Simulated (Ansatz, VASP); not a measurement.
**Ga13P9O42 (amorphous 59Ga2O3-41P2O5 (mol %)): VASP beside Ansatz**

Wanted: the spread between two codes on one cell, functional and k mesh. The cell is taken from a series of runs on this material, whose earlier steps may have relaxed, scaled, displaced or heated it; both programs get it as it stands.

Calculated with Ansatz 0.2.0; plane waves, with VASP 6.6.1 beside it; single point at PBE.

## Step 1: The starting structure

The cell holds 64 atoms: 13 Ga, 9 P and 42 O. Its edges and angles: a = 9.303 Å, b = 9.303 Å, c = 9.303 Å, α = 90.0°, β = 90.0°, γ = 90.0°. As first built, before any earlier steps moved the atoms (in the runner's words): 64 atoms (13 Fe, 9 P, 42 O) placed at random at 3.33 g/cm^3, melted at 5000 K for 10 ps at fixed volume with the Morse and Coulomb pair potential with partial charges (Pedone, Malavasi, Menziani, Cormack and Segre, J. Phys. Chem. B 110, 11780 (2006)). Quenched from 5000 K to 300 K at 100 K/ps and fixed volume, held 10 ps at zero pressure, then minimised at fixed cell. Then Fe was replaced by Ga and the cell scaled by 1.005 (the potential has no terms for the new elements, so the cell is a start for a DFT relaxation).

## Step 2: VASP: single point, PBE, pair 1

With cell and atoms fixed, the geometry can't cause a difference; cores, projectors, grids and the points listed under the comparison can.

Lines of VASP's logs that name or quote its potential files are left out, and so is its time.

INCAR

```
SYSTEM = Ga13P9O42
PREC = Accurate
ENCUT = 520
EDIFF = 1E-06
NELM = 120
ISMEAR = -1
SIGMA = 0.05
LREAL = Auto
ALGO = Normal
GGA = PE
NBANDS = 288
LORBIT = 11
LWAVE = .FALSE.
LCHARG = .FALSE.
ISIF = 2
LASPH = .TRUE.
GGA_COMPAT = .FALSE.
EFERMI = MIDGAP
NCORE = 4
```

POSCAR

```
Ga13P9O42
1.0
    9.3029500000      0.0000000000      0.0000000000
    0.0000000000      9.3029500000      0.0000000000
    0.0000000000      0.0000000000      9.3029500000
Ga P O
13 9 42
Direct
    0.9253000000      0.4169600000      0.0472300000
    0.7174000000      0.9002400000      0.4332300000
    0.0024600000      0.4744700000      0.7231700000
    0.5429100000      0.1793800000      0.2283700000
    0.8310800000      0.2198700000      0.7705000000
    0.2275500000      0.2527400000      0.2309700000
    0.2286300000      0.2159100000      0.6087200000
    0.7403200000      0.6035000000      0.2955500000
    0.0210200000      0.3734100000      0.4205400000
    0.1921100000      0.6942300000      0.4910000000
    0.2898100000      0.8965400000      0.7415400000
    0.7148000000      0.6071100000      0.8965700000
    0.8924400000      0.8154200000      0.0838800000
    0.3532800000      0.9604800000      0.3999400000
    0.5352000000      0.6432400000      0.6012000000
    0.4570300000      0.4998800000      0.1052300000
    0.5585100000      0.3132400000      0.5594700000
    0.1518200000      0.1895700000      0.9004400000
    0.8669600000      0.1359000000      0.2246000000
    0.9347600000      0.8118000000      0.6973400000
    0.6049100000      0.9765100000      0.9309800000
    0.1812200000      0.6545600000      0.9969300000
    0.3830200000      0.7071200000      0.5956700000
    0.5622100000      0.0596700000      0.0669600000
    0.6030100000      0.6799500000      0.7430800000
    0.0891600000      0.7358000000      0.1026400000
    0.6336400000      0.6941000000      0.4812000000
    0.9347900000      0.8357800000      0.8588400000
    0.8233600000      0.7926600000      0.2906800000
    0.8879200000      0.6541000000      0.6889600000
    0.9091800000      0.0196100000      0.1195700000
    0.0821300000      0.5487500000      0.9160400000
    0.5430200000      0.5753100000      0.2216300000
    0.2463600000      0.7521600000      0.8828400000
    0.5578200000      0.2875500000      0.3990000000
    0.4745900000      0.9516600000      0.8330700000
    0.5282300000      0.4772600000      0.5852200000
    0.2791400000      0.0082100000      0.5392000000
    0.4194500000      0.3485400000      0.1546900000
    0.9946600000      0.1757400000      0.3183700000
    0.7436500000      0.0778500000      0.3162600000
    0.5127000000      0.9429400000      0.4315700000
    0.8040900000      0.2685700000      0.1493100000
    0.7006400000      0.2706500000      0.6237600000
    0.7149100000      0.0712500000      0.8536400000
    0.3486200000      0.0812600000      0.2909800000
    0.1703800000      0.0616000000      0.8004100000
    0.3133200000      0.5782000000      0.0683300000
    0.9953300000      0.2342900000      0.9191600000
    0.6728800000      0.8346700000      0.9845400000
    0.8383300000      0.9073000000      0.6063000000
    0.2275300000      0.3072900000      0.4271000000
    0.4369700000      0.2306600000      0.6289000000
    0.2197100000      0.3114700000      0.8134600000
    0.8254700000      0.4289000000      0.8460700000
    0.0051200000      0.2744700000      0.6319000000
    0.0821200000      0.4085400000      0.1866400000
    0.2778500000      0.8223300000      0.3565500000
    0.2112100000      0.1662500000      0.0472200000
    0.8208300000      0.5948700000      0.0817000000
    0.5502300000      0.4968700000      0.9724300000
    0.8491100000      0.4686100000      0.3897400000
    0.1090600000      0.5290000000      0.5502800000
    0.0868300000      0.8129000000      0.6322800000
```

KPOINTS

```
Automatic mesh
0
Gamma
1 1 1
0 0 0
```

The projector-augmented-wave data sets are Ga_d, P and O (PBE family, release 64).

Launch:

```sh
> mpirun -np 16 vasp_gam
```

Numbers of over 12 decimals in the logs are rounded to 6 here.

Log:

```text
[banner, memory and clock lines left out]
running   16 mpi-ranks, on    1 nodes
[...]
LDA part: xc-table for (Slater+PW92), standard interpolation
 POSCAR, INCAR and KPOINTS ok, starting setup
[...]
entering main loop
       N       E                     dE             d eps       ncg     rms          rms(c)
DAV:   1     0.118554059989E+05    0.11855E+05   -0.18552E+05   656   0.270E+03
DAV:   2     0.286588540228E+04   -0.89895E+04   -0.82532E+04   584   0.865E+02
DAV:   3    -0.957241473742E+02   -0.29616E+04   -0.27792E+04   792   0.351E+02
DAV:   4    -0.458556582331E+03   -0.36283E+03   -0.35704E+03   768   0.135E+02
[...]
DAV:  17    -0.412836157783E+03   -0.31415E-05   -0.52829E-05   872   0.328E-02    0.877E-03
DAV:  18    -0.412836158779E+03   -0.99603E-06   -0.22021E-05   664   0.147E-02    0.459E-03
DAV:  19    -0.412836158757E+03    0.22359E-07   -0.34722E-06   520   0.787E-03
   1 F= -.41283616E+03 E0= -.41283615E+03  d E =-.999433E-05
```

Parts of OUTCAR (step 2):

```text
  Total      -10.9492166      1.4779742    -12.8821479      4.5643599      8.2846717     -5.6055566
  in kB      -21.7887125      2.9411377    -25.6352056      9.0829810     16.4863238    -11.1549407
  external PRESSURE =     -14.8275934 kB  Pullay stress =       0.0000000 kB

 POSITION                                       TOTAL-FORCE (eV/Angst)
 -----------------------------------------------------------------------------------
      8.60802      3.87896      0.43938         1.250379     -0.556740      1.072682
      6.67394      8.37489      4.03032         0.511357     -0.560912     -0.499478
      0.02289      4.41397      6.72761         0.076385      1.130168      0.179306
      5.05066      1.66876      2.12451         1.043315     -0.436763     -0.081730
      7.73150      2.04544      7.16792        -0.385420      0.112145      0.425017
      2.11689      2.35123      2.14870        -2.073835      1.138755     -0.798323
      2.12693      2.00860      5.66289         0.592405      0.731240      0.736328
      6.88716      5.61433      2.74949         0.746533     -0.566409      0.128050
      0.19555      3.47381      3.91226        -0.610490      0.401305     -1.454547
      1.78719      6.45839      4.56775        -0.004037      0.272101      0.840329
      2.69609      8.34047      6.89851         0.187950      0.056685      1.602311
      6.64975      5.64791      8.34075        -0.904443     -0.187963      0.176049
      8.30232      7.58581      0.78033        -0.245514      0.513876      0.100617
      3.28655      8.93530      3.72062         2.004295     -0.539536      1.127487
[...]
-----------------------------------------------------------------------------------
    total drift:                                0.005336     -0.005434     -0.009739

  FREE ENERGIE OF THE ION-ELECTRON SYSTEM (eV)
  ---------------------------------------------------
  free  energy   TOTEN  =      -412.8361587568 eV

  energy  without entropy=     -412.8361487625  energy(sigma->0) =     -412.83615376

[... 2 further parts left out ...]
```

The run ends at a pressure of -1.48 GPa, with forces up to 3.3 eV/Å.

## Step 3: Ansatz: single point, PBE, pair 1

Ansatz runs on its default PAW (the set named soft_2) files.

The same cell, functional, mesh and smearing now go to Ansatz, which takes its cutoff from its data sets.

input.yaml

```yaml
crystal:
  lattice:
    - [9.30295, 0.0, 0.0]
    - [0.0, 9.30295, 0.0]
    - [0.0, 0.0, 9.30295]
  atoms:
    - { symbol: Ga, position: [0.9253, 0.41696, 0.04723] }
    - { symbol: Ga, position: [0.7174, 0.90024, 0.43323] }
    - { symbol: Ga, position: [0.00246, 0.47447, 0.72317] }
    - { symbol: Ga, position: [0.54291, 0.17938, 0.22837] }
    - { symbol: Ga, position: [0.83108, 0.21987, 0.7705] }
    - { symbol: Ga, position: [0.22755, 0.25274, 0.23097] }
    - { symbol: Ga, position: [0.22863, 0.21591, 0.60872] }
    - { symbol: Ga, position: [0.74032, 0.6035, 0.29555] }
    - { symbol: Ga, position: [0.02102, 0.37341, 0.42054] }
    - { symbol: Ga, position: [0.19211, 0.69423, 0.491] }
    - { symbol: Ga, position: [0.28981, 0.89654, 0.74154] }
    - { symbol: Ga, position: [0.7148, 0.60711, 0.89657] }
    - { symbol: Ga, position: [0.89244, 0.81542, 0.08388] }
    - { symbol: P, position: [0.35328, 0.96048, 0.39994] }
    - { symbol: P, position: [0.5352, 0.64324, 0.6012] }
    - { symbol: P, position: [0.45703, 0.49988, 0.10523] }
    - { symbol: P, position: [0.55851, 0.31324, 0.55947] }
    - { symbol: P, position: [0.15182, 0.18957, 0.90044] }
    - { symbol: P, position: [0.86696, 0.1359, 0.2246] }
    - { symbol: P, position: [0.93476, 0.8118, 0.69734] }
    - { symbol: P, position: [0.60491, 0.97651, 0.93098] }
    - { symbol: P, position: [0.18122, 0.65456, 0.99693] }
    - { symbol: O, position: [0.38302, 0.70712, 0.59567] }
    - { symbol: O, position: [0.56221, 0.05967, 0.06696] }
    - { symbol: O, position: [0.60301, 0.67995, 0.74308] }
    - { symbol: O, position: [0.08916, 0.7358, 0.10264] }
    - { symbol: O, position: [0.63364, 0.6941, 0.4812] }
    - { symbol: O, position: [0.93479, 0.83578, 0.85884] }
    - { symbol: O, position: [0.82336, 0.79266, 0.29068] }
    - { symbol: O, position: [0.88792, 0.6541, 0.68896] }
    - { symbol: O, position: [0.90918, 0.01961, 0.11957] }
    - { symbol: O, position: [0.08213, 0.54875, 0.91604] }
    - { symbol: O, position: [0.54302, 0.57531, 0.22163] }
    - { symbol: O, position: [0.24636, 0.75216, 0.88284] }
    - { symbol: O, position: [0.55782, 0.28755, 0.399] }
    - { symbol: O, position: [0.47459, 0.95166, 0.83307] }
    - { symbol: O, position: [0.52823, 0.47726, 0.58522] }
    - { symbol: O, position: [0.27914, 0.00821, 0.5392] }
    - { symbol: O, position: [0.41945, 0.34854, 0.15469] }
    - { symbol: O, position: [0.99466, 0.17574, 0.31837] }
    - { symbol: O, position: [0.74365, 0.07785, 0.31626] }
    - { symbol: O, position: [0.5127, 0.94294, 0.43157] }
    - { symbol: O, position: [0.80409, 0.26857, 0.14931] }
    - { symbol: O, position: [0.70064, 0.27065, 0.62376] }
    - { symbol: O, position: [0.71491, 0.07125, 0.85364] }
    - { symbol: O, position: [0.34862, 0.08126, 0.29098] }
    - { symbol: O, position: [0.17038, 0.0616, 0.80041] }
    - { symbol: O, position: [0.31332, 0.5782, 0.06833] }
    - { symbol: O, position: [0.99533, 0.23429, 0.91916] }
    - { symbol: O, position: [0.67288, 0.83467, 0.98454] }
    - { symbol: O, position: [0.83833, 0.9073, 0.6063] }
    - { symbol: O, position: [0.22753, 0.30729, 0.4271] }
    - { symbol: O, position: [0.43697, 0.23066, 0.6289] }
    - { symbol: O, position: [0.21971, 0.31147, 0.81346] }
    - { symbol: O, position: [0.82547, 0.4289, 0.84607] }
    - { symbol: O, position: [0.00512, 0.27447, 0.6319] }
    - { symbol: O, position: [0.08212, 0.40854, 0.18664] }
    - { symbol: O, position: [0.27785, 0.82233, 0.35655] }
    - { symbol: O, position: [0.21121, 0.16625, 0.04722] }
    - { symbol: O, position: [0.82083, 0.59487, 0.0817] }
    - { symbol: O, position: [0.55023, 0.49687, 0.97243] }
    - { symbol: O, position: [0.84911, 0.46861, 0.38974] }
    - { symbol: O, position: [0.10906, 0.529, 0.55028] }
    - { symbol: O, position: [0.08683, 0.8129, 0.63228] }
kpoints:
  mp_grid: { grid: [1, 1, 1] }
hamiltonian:
  xc: pbe
scf:
  occupations: { method: fermi_dirac, width: 0.05 }
output:
  forces: true
  eigenvalues: true
```

Launch:

```sh
> ansatz run input.yaml --threads 16 --pin off --max-ram 31232MiB --backend cpu --events-out ev --progress --plain --runs-dir out
```

Log:

```text
Engine: ansatz 0.2.0, aarch64-unknown-linux-gnu
Pseudopotentials: kind: paw
Pseudopotential: Ga, paw, valence charge 13, recommended cutoff 420 eV (normal), Ga.paw.azcp
Pseudopotential: P, paw, valence charge 5, recommended cutoff 420 eV (normal), P.paw.azcp
Pseudopotential: O, paw, valence charge 6, recommended cutoff 420 eV (normal), O.paw.azcp
Functional definition: PBE
  parameter kappa = 0.804
  parameter beta = 0.066725
  exchange = pbe_x(kappa = kappa, mu = beta*pi^2/3)
  correlation = pbe_c(beta = beta)
Crystal: 64 atoms, lattice volume = 805.123 Å³
Basis set: ecut = 420 eV, 15659 PW (Γ), exchange–correlation on 128×128×128 points (8 copies of the dense FFT grid, shifted against one another)
Bands: 297, of which v1, the nominal top of the filled ones, is band 233 counted from 1 (232 counted from 0)
Symmetry: 1 space group operations
Space group: P1 (ITA 1), of the structure as read, at distance tolerance 9.3e-5 Å
k-points: 1
Non-local potential: Ga, projectors of the file, l = 0: 2, l = 1: 2, l = 2: 3, l = 3: 1
Non-local potential: P, projectors of the file, l = 0: 2, l = 1: 2, l = 2: 2
Non-local potential: O, projectors of the file, l = 0: 2, l = 1: 2, l = 2: 1
PAW form: soft (Blöchl's): semilocal exchange-correlation on the pseudo side does not see the compensation charge
PAW one-centre angular grid: Ga, 590 points (default); XC on 64 Gauss nodes
PAW one-centre angular grid: P, 110 points (default); XC on 64 Gauss nodes
PAW one-centre angular grid: O, 110 points (default); XC on 64 Gauss nodes
Initial density: superposition of atomic densities (neutral atoms: chi_scale 0, normalization atom), corrected by the library's trained network
Initial wavefunctions: pseudopotential atomic-orbital guess
Functional: x = pbe(κ = 0.804, μ = 0.219515), c = pbe(β = 0.066725)
SCF iter   1: F=—  HF=-79826.081931 eV  |F-HF|=—  |Δ(HF+E_count)|=         —  Δρ=3.73e-3  dr2=1.95e-1  ethr=1.77e-3  ⟨swp⟩=6.0  Hψ=1335  notcnv=0  defer=48
preconditioner: auto → Resta (q_TF=auto, 2.491 Å⁻¹)  ε∞=3.7  [insulator: Δε(μ)=1.607 eV  Ē_g=17.141 eV  σ=0.050 eV  W_gap=1.00  n_scr=202 (ndim 8)  ℏωp=28.3 eV  f_vac=0.159  D(μ)=0.00/eV (n_scr^D=0)  ε∞_Penn≈3.7]
SCF iter   2: F=—  HF=-79826.049166 eV  |F-HF|=—  |Δ(HF+E_count)|=   3.28e-2  Δρ=2.14e-3  dr2=4.24e-2  ethr=4.18e-5  ⟨swp⟩=3.0  Hψ=541  notcnv=0  defer=59
SCF iter   3: F=—  HF=-79826.043017 eV  |F-HF|=—  |Δ(HF+E_count)|=   6.15e-3  Δρ=9.79e-4  dr2=1.44e-2  ethr=9.09e-6  ⟨swp⟩=2.0  Hψ=431  notcnv=0  defer=32
automatic band count: iteration 3 solves 270 bands in place of 297: the levels show a gap, and the empty bands left out lie too high to hold charge; the band table lists the bands solved (type scf.n_extra_bands for more)
SCF iter   4: F=—  HF=-79826.040241 eV  |F-HF|=—  |Δ(HF+E_count)|=   2.78e-3  Δρ=3.79e-4  dr2=1.21e-3  ethr=3.09e-6  ⟨swp⟩=2.0  Hψ=431  notcnv=0  defer=32
SCF iter   5: F=—  HF=-79826.040131 eV  |F-HF|=—  |Δ(HF+E_count)|=   1.10e-4  Δρ=1.92e-4  dr2=3.05e-4  ethr=2.61e-7  ⟨swp⟩=3.0  Hψ=459  notcnv=0  defer=32
SCF iter   6: F=—  HF=-79826.040189 eV  |F-HF|=—  |Δ(HF+E_count)|=   5.79e-5  Δρ=7.02e-5  dr2=4.07e-5  ethr=6.55e-8  ⟨swp⟩=2.0  Hψ=438  notcnv=0  defer=32
SCF iter   7: F=—  HF=-79826.041605 eV  |F-HF|=—  |Δ(HF+E_count)|=   1.42e-3  Δρ=3.34e-5  dr2=9.00e-6  ethr=8.74e-9  ⟨swp⟩=2.0  Hψ=467  notcnv=0  defer=32
SCF iter   8: F=—  HF=-79826.041607 eV  |F-HF|=—  |Δ(HF+E_count)|=   2.92e-6  Δρ=1.42e-5  dr2=1.80e-6  ethr=1.93e-9  ⟨swp⟩=2.0  Hψ=440  notcnv=0  defer=32
SCF iter   9: F=—  HF=-79826.041608 eV  |F-HF|=—  |Δ(HF+E_count)|=   6.84e-7  Δρ=6.23e-6  dr2=3.42e-7  ethr=3.85e-10  ⟨swp⟩=3.0  Hψ=488  notcnv=0  defer=32
SCF iter  10: F=-79826.041608 eV  HF=-79826.041608 eV  |F-HF|=1.20e-8  |Δ(HF+E_count)|=   8.98e-8  Δρ=2.93e-6  dr2=7.25e-8  ethr=2.15e-11  ⟨swp⟩=15.0  Hψ=1306  notcnv=0
SCF 1 converged in 10 iterations: F = -79826.041608 eV  dr2 = 7.25e-8
  greatest PAW one-centre occupation: 0.998 electrons in one spin orbital (limit 2), on the Ga atom at site 5 (counted from 0), in its partial waves of l = 2
SCF converged after 10 iterations
Free energy (F): -79826.041608 eV
Harris-Foulkes:  -79826.041608 eV  (|F-HF|=1.20e-8)
Internal energy: -79826.041601 eV  (E = F + TS)
E sigma→0 (E₀):  -79826.041605 eV
Entropy (-TS):   -0.000007 eV (-0.000 meV/atom)
Fermi energy:    5.977360 eV
--- Per-component energies (eV) ---
  E_band       = -2100.326013
  E_kinetic    = 9625.082316
  E_local      = -51120.517038  (includes V_loc(G=0)·N_el)
  E_nonlocal   = 7933.806158
  E_hartree    = 21936.819257
  E_xc         = -4524.384945
  E_vxc        = -5227.135865  (∫ρ·V_xc dr)
  E_paw        = -37782.717658  (= ΣΔE_a)
  E_vpaw       = -7185.308787  (= ΣTr[D̂ρ^β])
  E_aug_tail   = 0.103383  (compensation charges beyond the density's cutoff)
  E_ewald      = -25894.233075
  E_smearing   = -0.000007  (= −TS)
  E_closure    = -0.000000  (closes the sum)
  Σ components = -79826.041608   (vs F -79826.041608, Δ=0.00e0)
--- Forces (eV/Å), atoms counted from 1 ---
  atom   1  Ga     1.24685123    -0.55234070     1.08216967
  atom   2  Ga     0.52299969    -0.58130163    -0.51827912
  atom   3  Ga     0.06009462     1.13032793     0.16445312
  atom   4  Ga     1.01220100    -0.44694060    -0.06966634
  atom   5  Ga    -0.36351356     0.14864020     0.44113719
  atom   6  Ga    -2.08726156     1.17102746    -0.78494228
  atom   7  Ga     0.59584065     0.74696463     0.72619113
  atom   8  Ga     0.76117437    -0.55708233     0.11249870
  atom   9  Ga    -0.59480669     0.39145199    -1.43991603
  atom  10  Ga     0.00636607     0.29714455     0.87588642
  atom  11  Ga     0.18768110     0.08553968     1.62613359
  atom  12  Ga    -0.88556087    -0.23452874     0.20799383
  atom  13  Ga    -0.25336653     0.50278027     0.11641778
  atom  14  P      1.98466389    -0.57202846     1.15701229
  atom  15  P      1.28885029     0.04774527     0.54167322
  atom  16  P      2.77851092     1.23615768    -0.62078596
  atom  17  P     -0.45340885    -2.00378777     0.04610344
  atom  18  P      0.98683782     1.35065711     0.09722401
  atom  19  P      1.12046955    -0.01263644    -0.87488873
  atom  20  P     -1.02102091    -1.76691776     1.89795077
  atom  21  P     -0.02767183     0.77221258    -0.39681049
  atom  22  P     -1.06983556     1.23762390    -2.41635126
  atom  23  O     -1.39062114     0.33742135     0.32442651
  atom  24  O     -1.01632206     1.07163417     1.78802903
[...]
atom  57  O      0.36141029    -0.37131430     0.46471610
  atom  58  O     -1.26811051    -1.61460130    -0.79337158
  atom  59  O      1.15394479    -0.86708497     1.50348878
  atom  60  O     -0.24882933     0.72747055    -0.70252030
  atom  61  O      0.13288289    -0.25612997    -1.27645068
  atom  62  O     -0.54067373     0.31896317    -0.01731592
  atom  63  O      0.41272513    -0.03469725    -0.47808630
  atom  64  O      3.24480699     0.86706136    -0.90934065
  max |Σ_I F_I| component: 8.42e-5 eV/Å
--- Band table (eV) ---
  k-point 0: bands = [... 229 lower, 4.5914, 4.9894, 5.1800, 5.3334, 6.6190, 7.8603, 8.0576, 8.3856, ... 33 higher]
```

The column dr2 measures how far the density is from self-consistency, as an energy; F and HF (Harris–Foulkes) agree once it is small.

## Step 4: Comparison

Known differences besides the potentials themselves: the cutoff is 420 eV in Ansatz and 520 eV in VASP (PREC = Accurate, projectors in real space). Total energies have different zeros and are not compared.

Compared:

```tsv
quantity	Ansatz	VASP	difference
gap on the k mesh (eV)	1.286	1.254	+0.032
```

Forces on 9 of the 64 atoms, those with the largest forces and the largest differences (eV/Å; atoms numbered as in POSCAR):

```tsv
atom	Ansatz x, y, z	VASP x, y, z
P16	2.779, 1.236, -0.621	2.692, 1.227, -0.646
P22	-1.070, 1.238, -2.416	-0.985, 1.239, -2.379
O38	-1.123, 0.624, 2.614	-1.071, 0.588, 2.516
O41	-2.751, -0.568, 1.838	-2.652, -0.514, 1.768
O46	0.008, 1.484, -2.122	-0.002, 1.361, -2.008
O47	0.394, -2.519, -1.676	0.368, -2.391, -1.577
O49	-2.918, -0.368, -0.108	-2.793, -0.406, -0.124
O59	1.154, -0.867, 1.503	1.089, -0.840, 1.334
O64	3.245, 0.867, -0.909	3.118, 0.879, -0.845
```

The forces differ by 55 meV/Å r.m.s., which is 5.5 % of the r.m.s. force of 1.002 eV/Å (both taken over all components). A gap on the mesh is an upper bound, since the band edges may lie between its points.

[end of part 1 of 2]

[Lines on the potential files, build, host, timing and source positions are cut from VASP's logs without a mark.]

[Logs are printed without paths, hosts, clocks, repeated set-up lines and the standing remarks that a program may print on its own settings, such as how far it seeks lower states.]

[Hosts, paths, dates, database ids (printed as entryN), source tags and the programs' standing remarks are cut or masked in the printed files.]
